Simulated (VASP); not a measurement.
Take KBr (rock salt), without spin-orbit terms, in VASP with PAW potentials, and its band gap. The mesh is coarse and the basis finite, so the quasiparticle values are not converged.

One run gives 6.95 eV. Which level is it?
A. G0W0@PBE (starting cell)
B. PBEsol (own cell)
C. MS2 (own cell)
D. PBE-D3 (zero damping) (own cell)

A, G0W0@PBE (starting cell).  The others give 5.10 (MS2 (own cell)), 4.32 (PBE-D3 (zero damping) (own cell)), 4.33 (PBEsol (own cell)).

Only levels that ran to the end are used. Left out are those held back, those with too coarse a band path, GW runs whose mesh misses a band edge, hybrids' fits of cells that aren't cubic and levels without matching references; a question may draw on a part of the rest.

The compound is KBr in the rock salt structure.
